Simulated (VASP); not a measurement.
An input for Ansatz (written as the equivalent of a VASP run, and not itself run):

Ansatz 0.2 input:
```yaml
crystal:
  lattice:
    - [4.1821720, 0.0000000, 0.0000000]
    - [-2.0910860, 3.6218670, 0.0000000]
    - [0.0000000, 0.0000000, 13.6913580]
  atoms:
    - { symbol: Cd, position: [0.0172660, -0.0036870, -0.0009700] }
    - { symbol: Cd, position: [0.0001220, -0.0079690, 0.5008920] }
    - { symbol: Cd, position: [0.6517910, 0.3119340, 0.7520880] }
    - { symbol: Cd, position: [0.3311690, 0.6789710, 0.2510800] }
    - { symbol: S, position: [0.0125010, 0.0213060, 0.8132650] }
    - { symbol: S, position: [-0.0107820, -0.0002160, 0.3142430] }
    - { symbol: S, position: [0.6600730, 0.3278990, 0.5605500] }
    - { symbol: S, position: [0.3378590, 0.6717620, 0.0601110] }
kpoints:
  mp_grid: { grid: [6, 6, 2] }
hamiltonian:
  xc: pbe
  pseudopotentials: { kind: paw }
scf:
  occupations: { method: gaussian, width: 0.1 }
  max_iter: 100
output: { forces: true, stress: true, eigenvalues: true }
```

### Question
Translate this input to VASP (INCAR, KPOINTS, POSCAR, choice of POTCAR).

### Answer
One answer among several that fit: 
KPOINTS:
```
Regular mesh
0
G
  6 6 2
```

POSCAR:
```
CdS
1.0
  4.1821720000   0.0000000000   0.0000000000
 -2.0910860000   3.6218670000   0.0000000000
  0.0000000000   0.0000000000  13.6913580000
Cd S
4 4
Cart
  0.0799192158  -0.0133538236  -0.0132806173
  0.0171740893  -0.0288626581   6.8578916913
  2.0736212497   1.1297834608  10.2971060555
 -0.0347810334   2.4591426589   3.4376261666
  0.0077286539   0.0771674983  11.1347022639
 -0.0446405039  -0.0007823233   4.3024134120
  2.0748738102   1.1876065674   7.6746907269
  0.0082723362   2.4330326197   0.8230012207
```

### INCAR
```
SYSTEM  =  CdS
PREC  =  Accurate; ENCUT  =  300; LREAL  =  .FALSE.
LASPH  =  .TRUE.
EDIFF  =  1E-6; NELM  =  100; ALGO  =  Normal
LMAXMIX  =  4
ISMEAR  =  0; SIGMA  =  0.1
GGA  =  PE
ISIF  =  2
LWAVE  =  .FALSE.; LCHARG  =  .FALSE.
```

POTCAR, in this order: Cd S (PBE.64 set). Program: vasp_std.

The two are equivalent in intent, not identical: each code has its own PAW files, so the cut-off isn't converted (ENCUT is set for VASP's; basis.ecutwfc is left out, and Ansatz then takes the one that its files recommend); Ansatz stops its SCF on the density residual and VASP on the energy change (EDIFF).

The structure was generated: CdS was put into an ordered model structure, which need not be its known phase. The cell was not relaxed at this level, atoms are displaced from their ideal sites.
